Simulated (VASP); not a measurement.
ZrAs (relaxed from the wurtzite structure, space group P6_3/mmc): computed properties

Level of theory: r2SCAN meta-GGA, VASP's PBE PAW potentials (set 64) (plane waves; VASP).

```json
{
  "space_group": "P6_3/mmc (194)",
  "cell": "a = b = 4.6089 Å, c = 5.3685 Å, α = β = 90.00°, γ = 120.00°",
  "volume_per_atom": "24.69 Å^3/atom",
  "band gap (over mesh and band path)": "none (metal, semimetal or under 0.01 eV)",
  "density": "5.59 g/cm³"
}
```

```cif
data_As2Zr2
_chemical_formula_sum 'Zr2 As2'
_space_group_name_H-M_alt 'P63/mmc'
_space_group_IT_number 194
_space_group_name_Hall '-P 6c 2c'
_cell_length_a 4.60893
_cell_length_b 4.60893
_cell_length_c 5.36853
_cell_angle_alpha 90.000
_cell_angle_beta 90.000
_cell_angle_gamma 120.000
loop_
_atom_site_label
_atom_site_type_symbol
_atom_site_symmetry_multiplicity
_atom_site_Wyckoff_symbol
_atom_site_fract_x
_atom_site_fract_y
_atom_site_fract_z
_atom_site_occupancy
Zr1 Zr 2 d 0.66667 0.33333 0.25000 1
As1 As 2 c 0.33333 0.66667 0.25000 1
```

The structure was generated: ZrAs was put into the wurtzite type (P6_3mc), which need not be its known phase. It was relaxed first, which changed the volume by -37 %. The relaxed cell has space group P6_3/mmc. Symmetry was kept, so distortions that lower it aren't found.
